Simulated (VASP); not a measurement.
The input files of a VASP run:

**KPOINTS**
```
Automatic mesh
0
Gamma
10 10 10
0 0 0
```

### INCAR
```
PREC = Accurate
LCHARG = .FALSE.
LASPH = .TRUE.   ! aspherical one-centre terms
LMIXTAU = .TRUE.
LREAL = .FALSE.   ! projection in real space or not
IBRION = 2
LMAXMIX = 4   ! l cut-off of mixed one-centre charges
ISIF = 2
NELM = 100
EDIFF = 1E-7   ! SCF stop (eV)
METAGGA = R2SCAN
EDIFFG = -0.01
ENCUT = 480   ! plane-wave cut-off (eV)
ALGO = Normal
LWAVE = .FALSE.
SIGMA = 0.1   ! width (eV)
ISMEAR = 1   ! Methfessel-Paxton
NSW = 30   ! most ionic steps
SYSTEM = TiTe
```

POSCAR:
```
TiTe
1.0
  0.0000000000   2.9037936888   2.8192171736
  2.8192171736   0.0000000000   2.8192171736
  2.8192171736   2.9037936888   0.0000000000
Te Ti
1 1
Cartesian
  2.8192171736   2.9037936888   5.6384343472
  2.8192171736   2.9037936888   2.8192171736
```

POTCAR, in this order: Te Ti_sv (PBE.64 set). Program: vasp_std.

Question: Translate this r2SCAN calculation to Ansatz.

Answer: One equivalent input (not run):
Ansatz 0.2 input:
```yaml
crystal:
  lattice:
    - [0.0000000, 2.9037937, 2.8192172]
    - [2.8192172, 0.0000000, 2.8192172]
    - [2.8192172, 2.9037937, 0.0000000]
  atoms:
    - { symbol: Te, position: [1.0000000, 1.0000000, 0.0000000] }
    - { symbol: Ti, position: [0.5000000, 0.5000000, 0.5000000] }
kpoints:
  mp_grid: { grid: [10, 10, 10] }
hamiltonian:
  xc: r2scan
  pseudopotentials: { kind: paw }
scf:
  occupations: { method: methfessel_paxton, width: 0.1 }
  max_iter: 100
relax:
  max_steps: 30
  f_tol: 0.01
output: { forces: true, stress: true, eigenvalues: true }
```
Limits of the translation: each code has its own PAW files, so the cut-off isn't converted (ENCUT is set for VASP's; basis.ecutwfc is left out, and Ansatz then takes the one that its files recommend); Ansatz stops its SCF on the density residual and VASP on the energy change (EDIFF).

The structure was generated: TiTe was put into the rocksalt type (Fm-3m), which need not be its known phase. This cell was strained or had an atom moved on purpose.
